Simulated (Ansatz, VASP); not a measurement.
# TiO2 (Anatase): VASP beside Ansatz, part 2 of 2

One calculation is typed for both programs; each brings its own data sets. How far apart do they land? The cell is taken from a series of runs on this material, whose earlier steps may have relaxed, scaled, displaced or heated it; both programs get it as it stands.

VASP 6.6.1 and Ansatz 0.2.0.

So far. Step 2 (VASP: single point, HSE06): The run ends at a pressure of -6.61 GPa, with forces up to 0.22 eV/Å.

## Step 3: Ansatz: single point, HSE06

Level of this step: Ansatz beside VASP: Kohn-Sham DFT, plane waves, HSE06 (Ansatz).

Ansatz runs on its default PAW (the set named soft_2) files.

The same cell, functional and mesh now go to Ansatz, which takes its cutoff from its data sets.

Contents of input.yaml:

```yaml
crystal:
  lattice:
    - [-1.8994427693, 1.8994427693, 4.8500949441]
    - [1.8994427693, -1.8994427693, 4.8500949441]
    - [1.8994427693, 1.8994427693, -4.8500949441]
  atoms:
    - { symbol: Ti, position: [0.0, 0.0, 0.0] }
    - { symbol: Ti, position: [0.75, 0.25, 0.5] }
    - { symbol: O, position: [0.2064600904, 0.2064600904, 0.0] }
    - { symbol: O, position: [0.9564600904, 0.4564600904, 0.5] }
    - { symbol: O, position: [0.5435399096, 0.0435399096, 0.5] }
    - { symbol: O, position: [0.7935399096, 0.7935399096, 0.0] }
kpoints:
  mp_grid: { grid: [6, 6, 6] }
  band_path:
    path:
      - [0.0, 0.0, 0.0]
      - [0.0, 0.0, 0.5]
      - [0.25, 0.25, 0.25]
      - [0.0, 0.5, 0.0]
      - [0.5, 0.5, -0.5]
      - [0.28954641, 0.71045359, -0.28954641]
      - [-0.28954641, 0.28954641, 0.28954641]
      - [-0.07909283, 0.07909283, 0.5]
      - [0.0, 0.0, 0.45]
      - [0.25, 0.25, -0.25]
    npoints: 1
hamiltonian:
  xc: hse06
scf:
  occupations: { method: fixed }
  n_extra_bands: 6
output:
  eigenvalues: true
```

Launch:

```sh
> ansatz run input.yaml --threads 3 --pin off --max-ram 64512MiB --backend cuda --devices 1 --max-vram 24GiB --events-out ev --progress --plain --runs-dir out
```

Numbers of over 12 decimals in the logs are rounded to 6 here.

What it wrote:

```text
basis.fft_grid_basis auto: the FFT boxes are laid along the combinations [[1, 0, 1], [0, 1, 1], [0, 0, 1]] of the cell's own vectors, 3.799, 3.799 and 5.544 Å long. The dense box has 27×27×40 points. Along the cell's own vectors, as sized, it would have 40×40×40, 2.19 times as many. Of the 16 symmetry operations that the crystal satisfies within crystal.symmetry.tolerance (time reversal apart; of a slab, those that k [...]
scf.n_extra_bands = 6 over 24 filled bands (N_el = 48.0): the run solves 30 bands
GPUs: using 1 of 1 available (devices: 1).
Engine: ansatz 0.2.0, x86_64-unknown-linux-gnu
Pseudopotentials: kind: paw
Pseudopotential: Ti, paw, valence charge 12, recommended cutoff 420 eV (normal), Ti.paw.azcp
Pseudopotential: O, paw, valence charge 6, recommended cutoff 420 eV (normal), O.paw.azcp
Functional definition: HSE06
  parameter a = 0.25
  parameter omega = 0.11/bohr
  exchange = pbe_x - a*pbe_x_sr(omega) + a*exact_x_sr(omega)
  correlation = pbe_c
davidson cushion auto → on  (no smearing: the cushion is to keep the highest requested band from converging to the state above it; pin scf.eigensolver.cushion to override)
device memory: the entry about to start is reckoned to put 1.0 GiB on a device that reports 65.7 GiB free (of which the cap on the GPU budget leaves the run 24.0 GiB)
GPU FFT provider: cuFFT
GPU libraries: cuBLAS 13.8.2, cuFFT 12.4.0, cuSOLVER 12.3.4
Crystal: 6 atoms, lattice volume = 69.994 Å³
Basis set: ecut = 420 eV, 1365 PW (Γ), FFT grids on a1+a3, a2+a3, a3
Bands: 30, of which v1, the nominal top of the filled ones, is band 24 counted from 1 (23 counted from 0)
Symmetry: 16 space group operations
Space group: I41/amd (ITA 141), of the structure as read, at distance tolerance 4.1e-5 Å
k-points: 30 of 216
Non-local potential: Ti, projectors of the file, l = 0: 3, l = 1: 2, l = 2: 3, l = 3: 1
Non-local potential: O, projectors of the file, l = 0: 2, l = 1: 2, l = 2: 1
PAW form: soft (Blöchl's): semilocal exchange-correlation on the pseudo side does not see the compensation charge
PAW frozen core: Ti, regenerated for the run's functional, and the local potential with it (the file was generated under x = pbe(κ = 0.804, μ = 0.219515), c = pbe(β = 0.066725))
PAW frozen core: O, regenerated for the run's functional, and the local potential with it (the file was generated under x = pbe(κ = 0.804, μ = 0.219515), c = pbe(β = 0.066725))
PAW one-centre angular grid: Ti, 590 points (default); XC on 64 Gauss nodes
PAW one-centre angular grid: O, 110 points (default); XC on 96 Gauss nodes
Initial density: superposition of atomic densities (neutral atoms: chi_scale 0, normalization atom), corrected by the library's trained network
Initial wavefunctions: pseudopotential atomic-orbital guess
GPU buffer pool allocated for 29160 grid points (all kernels)
GPU transforms: local potential and band sums: pruned to the plane-wave sphere, on 25×25×40
Functional: x = pbe(κ = 0.804, μ = 0.219515), c = pbe(β = 0.066725), warm-up for x = pbe(κ = 0.804, μ = 0.219515) + 0.25 (exact − pbe) at short range (hse, ω = 0.207870 Å⁻¹), c = pbe(β = 0.066725); HSE06 as pw.x's `hse` composes it (authors' and Libxc's form: `xc: wpbeh`)
SCF iter   1: F=—  HF=-7277.506540 eV  |F-HF|=—  |Δ(HF+E_count)|=         —  Δρ=3.32e-3  dr2=2.59e-3  ethr=1.77e-3  ⟨swp⟩=5.2  Hψ=3835  notcnv=0
preconditioner: auto → none  [insulator: Δε(μ)=2.188 eV  Ē_g=9.512 eV  n_scr=22 (ndim 8)  ℏωp=25.1 eV  f_vac=0.107]
SCF iter   2: F=—  HF=-7277.509784 eV  |F-HF|=—  |Δ(HF+E_count)|=   3.24e-3  Δρ=2.10e-3  dr2=2.14e-3  ethr=5.39e-6  ⟨swp⟩=4.8  Hψ=3408  notcnv=0
SCF iter   3: F=—  HF=-7277.510012 eV  |F-HF|=—  |Δ(HF+E_count)|=   2.28e-4  Δρ=1.59e-3  dr2=1.22e-3  ethr=4.45e-6  ⟨swp⟩=3.5  Hψ=2296  notcnv=0
iter 4 solved again at ethr=9.39e-8 eV; its pass at ethr=2.55e-6 eV (dr2=4.51e-5 eV) is discarded
SCF iter   4: F=-7277.510113 eV  HF=-7277.510084 eV  |F-HF|=2.86e-5  |Δ(HF+E_count)|=   7.24e-5  Δρ=3.78e-4  dr2=4.02e-5  ethr=9.39e-8  ⟨swp⟩=4.0  Hψ=4474  notcnv=0
eigensolver tolerance schedule: the retry pair's looser diagonalisation over-reported the residual by 0.12 of it (diagonalisation noise at 0.13 of the residual, at the tolerance the schedule requests for it); recorded, not acted on — ethr = c·dr2/N_el stays at c = 1.0e-1
SCF 1 stopped early in 4 iterations: F = -7277.510113 eV  dr2 = 4.02e-5
  greatest PAW one-centre occupation: 0.999 electrons in one spin orbital (limit 2), on the Ti atom at site 1 (counted from 0), in its partial waves of l = 0
device memory: the entry about to start is reckoned to put 1.4 GiB (of the 1.5 GiB reckoned in all, the device holds 0.1 GiB already) on a device that reports 65.6 GiB free (of which the cap on the GPU budget leaves the run 23.9 GiB)
GPU FFT provider: cuFFT
GPU libraries: cuBLAS 13.8.2, cuFFT 12.4.0, cuSOLVER 12.3.4
Initial density: handed on by an earlier stage of this run
Initial wavefunctions: those handed on with the density
GPU buffer pool allocated for 29160 grid points (all kernels)
GPU transforms: local potential and band sums: pruned to the plane-wave sphere, on 25×25×40
Functional: x = pbe(κ = 0.804, μ = 0.219515) + 0.25 (exact − pbe) at short range (hse, ω = 0.207870 Å⁻¹), c = pbe(β = 0.066725); HSE06 as pw.x's `hse` composes it (authors' and Libxc's form: `xc: wpbeh`)
Exchange kernel: α = 0.2500, screened, ω = 0.2079 Å⁻¹, Wigner–Seitz truncation, v(0) = 1046.7152 eV·Å³, q-mesh 6×6×6, nearest image of the exchange supercell L = 22.79 Å, pair-density grid 24×24×36, without the augmentation charges, whose exchange is taken in its separable form by FFT convolution over the k-point mesh (the finest that the files' search goes to), smooth part of the exact exchange by density-matrix convolution in up to 5.18 GiB of GPU memory as planned if the GPU has room (build and FFT work areas not counted)
Frozen-core exchange: fock
SCF iter   1: F=—  HF=-7276.218871 eV  |F-HF|=—  |Δ(HF+E_count)|=         —  Δρ=3.36e-2  dr2=1.10e0  ethr=8.38e-7  ⟨swp⟩=7.2  Hψ=5406  notcnv=0
preconditioner: auto → none  [insulator: Δε(μ)=4.479 eV  Ē_g=12.480 eV  n_scr=22 (ndim 8)  ℏωp=25.1 eV  f_vac=0.107]
SCF iter   2: F=—  HF=-7276.083135 eV  |F-HF|=—  |Δ(HF+E_count)|=   1.36e-1  Δρ=3.39e-2  dr2=7.88e-1  ethr=8.38e-7  ⟨swp⟩=7.1  Hψ=4948  notcnv=0  defer=42
SCF iter   3: F=—  HF=-7275.919695 eV  |F-HF|=—  |Δ(HF+E_count)|=   1.63e-1  Δρ=4.60e-3  dr2=1.99e-2  ethr=8.38e-7  ⟨swp⟩=6.5  Hψ=4529  notcnv=0
SCF iter   4: F=—  HF=-7275.966452 eV  |F-HF|=—  |Δ(HF+E_count)|=   4.68e-2  Δρ=3.87e-3  dr2=1.43e-2  ethr=8.38e-7  ⟨swp⟩=4.1  Hψ=3657  notcnv=0
SCF iter   5: F=—  HF=-7275.962790 eV  |F-HF|=—  |Δ(HF+E_count)|=   3.66e-3  Δρ=7.52e-4  dr2=1.61e-4  ethr=8.38e-7  ⟨swp⟩=5.0  Hψ=3290  notcnv=0
SCF iter   6: F=-7275.963327 eV  HF=-7275.963345 eV  |F-HF|=1.71e-5  |Δ(HF+E_count)|=   5.54e-4  Δρ=2.24e-4  dr2=2.76e-5  ethr=2.58e-7  ⟨swp⟩=3.8  Hψ=2823  notcnv=0
SCF 2 stopped early in 6 iterations: F = -7275.963327 eV  dr2 = 2.76e-5
  greatest PAW one-centre occupation: 1.000 electrons in one spin orbital (limit 2), on the Ti atom at site 1 (counted from 0), in its partial waves of l = 0
hybrid outer 1: dexx = +5.436e-2 eV, tail = 1.99e-4 eV
GPU FFT provider: cuFFT
GPU libraries: cuBLAS 13.8.2, cuFFT 12.4.0, cuSOLVER 12.3.4
GPU buffer pool allocated for 29160 grid points (all kernels)
GPU transforms: local potential and band sums: pruned to the plane-wave sphere, on 25×25×40
Exchange kernel: α = 0.2500, screened, ω = 0.2079 Å⁻¹, Wigner–Seitz truncation, v(0) = 1046.7152 eV·Å³, q-mesh 6×6×6, nearest image of the exchange supercell L = 22.79 Å, pair-density grid 24×24×36, without the augmentation charges, whose exchange is taken in its separable form by FFT convolution over the k-point mesh (the finest that the files' search goes to), smooth part of the exact exchange by density-matrix convolution in up to 5.18 GiB of GPU memory as planned if the GPU has room (build and FFT work areas not counted)
Frozen-core exchange: fock
SCF iter   1: F=—  HF=-7275.962123 eV  |F-HF|=—  |Δ(HF+E_count)|=         —  Δρ=2.04e-4  dr2=2.84e-5  ethr=2.08e-6  ⟨swp⟩=3.0  Hψ=2209  notcnv=0
preconditioner: auto → none  [insulator: Δε(μ)=3.671 eV  Ē_g=11.728 eV  n_scr=22 (ndim 8)  ℏωp=25.1 eV  f_vac=0.109]
iter 2 solved again at ethr=8.19e-10 eV; its pass at ethr=5.70e-8 eV (dr2=3.93e-7 eV) is discarded
SCF iter   2: F=—  HF=-7275.962117 eV  |F-HF|=—  |Δ(HF+E_count)|=   6.21e-6  Δρ=3.62e-5  dr2=1.12e-6  ethr=8.19e-10  ⟨swp⟩=3.5  Hψ=4809  notcnv=0
SCF iter   3: F=—  HF=-7275.962122 eV  |F-HF|=—  |Δ(HF+E_count)|=   5.14e-6  Δρ=2.34e-5  dr2=2.12e-7  ethr=8.19e-10  ⟨swp⟩=4.8  Hψ=3077  notcnv=0  defer=6
SCF iter   4: F=-7275.962122 eV  HF=-7275.962122 eV  |F-HF|=2.60e-9  |Δ(HF+E_count)|=   6.95e-8  Δρ=4.35e-6  dr2=2.43e-8  ethr=3.80e-10  ⟨swp⟩=3.0  Hψ=2474  notcnv=0
SCF 3 converged in 4 iterations: F = -7275.962122 eV  dr2 = 2.43e-8
hybrid outer 2: dexx = +5.639e-6 eV, tail = 1.01e-7 eV, Δε = 4.96e-3 eV (about 1.36e-4 eV left of the loop's levels)
device memory: the entry about to start is reckoned to put 0.4 GiB on a device that reports 64.8 GiB free (of which the cap on the GPU budget leaves the run 24.0 GiB)
NSCF: frozen V_eff on 10 k-points
hybrid SCF converged: 2 outer / 10 inner (+4 warm-up), last move |dexx| = 5.64e-6 eV, tail = 1.01e-7 eV
Stability not checked: this state was not tested for a lower state beside it, because the functional holds exact exchange (a hybrid, or Hartree-Fock), whose exchange loop this test does not read (fock_operator; see scf.lower_state_search)
Free energy (F): -7275.962122 eV
Frozen-core exchange: fock
Harris-Foulkes:  -7275.962122 eV  (|F-HF|=2.60e-9)
Internal energy: -7275.962122 eV  (E = F + TS)
E sigma→0 (E₀):  -7275.962122 eV
Fermi energy:    5.920268 eV
--- Per-component energies (eV) ---
  E_band       = -586.670289
  E_kinetic    = 1247.022270
  E_local      = -3593.008429  (includes V_loc(G=0)·N_el)
  E_nonlocal   = 185.184900
  E_hartree    = 1385.919867
  E_xc         = -396.031851
  E_vxc        = -497.090726  (∫ρ·V_xc dr)
  E_exx        = -156.761804  (= α·E_x^exact, valence–valence)
  E_paw        = -2658.049143  (= ΣΔE_a)
  E_vpaw       = -387.102993  (= ΣTr[D̂ρ^β])
  E_aug_tail   = 0.010078  (compensation charges beyond the density's cutoff)
  E_ewald      = -3289.797496
  E_core_change = -0.450516  (= ΣΔE_core)
  E_smearing   = -0.000000  (= −TS)
  E_closure    = -0.000000  (closes the sum)
  Σ components = -7275.962122   (vs F -7275.962122, Δ=-9.09e-13)
--- Band table (eV; the first three rows and the last of 30) ---
  k-point 0: bands = [... 20 lower, 5.1410, 5.1410, 5.5347, 5.5347, 9.5863, 10.3700, 11.6471, 11.6471, ... 2 higher]
  k-point 1: bands = [... 20 lower, 4.5083, 4.7272, 5.2620, 5.7503, 10.4769, 10.5468, 10.7643, 11.2817, ... 2 higher]
  k-point 2: bands = [... 20 lower, 3.8058, 5.0255, 5.3326, 5.8850, 10.5417, 10.7820, 11.0436, 11.3486, ... 2 higher]
  k-point 29: bands = [... 20 lower, 4.6072, 4.6072, 5.8808, 5.8808, 9.9649, 9.9649, 11.4247, 11.4247, ... 2 higher]
```

## Step 4: Comparison

Known differences besides the potentials themselves: exact exchange at q = 0 is treated differently, which shows on coarse meshes; VASP keeps PBE cores, Ansatz makes them for the functional; fixed occupations in Ansatz, narrow Gaussian smearing in VASP; the cutoff is 420 eV in Ansatz and 520 eV in VASP; VASP takes a coarser grid for exact exchange (PRECFOCK = Fast). Total energies have different zeros and are not compared.

The two programs side by side:

```
              quantity  Ansatz   VASP  difference
gap on the k mesh (eV)   3.666  3.636      +0.030
```

A gap on the mesh is an upper bound, since the band edges may lie between its points.

## Step 5: Outcome

* difference in gap on the k mesh (single point, HSE06): 0.030 eV

What this shows: The difference in gap on the k mesh is 0.030 eV (single point, HSE06), within the 0.08 eV picked in this series as the mark of a large difference. How closely two codes agree says nothing of how well the functional describes the real material.

[Lines on the potential files, build, host, timing and source positions are cut from VASP's logs without a mark.]

[Logs are printed without paths, hosts, clocks, repeated set-up lines and the standing remarks that a program may print on its own settings, such as how far it seeks lower states.]

[Hosts, paths, dates, database ids (printed as entryN), source tags and the programs' standing remarks are cut or masked in the printed files.]
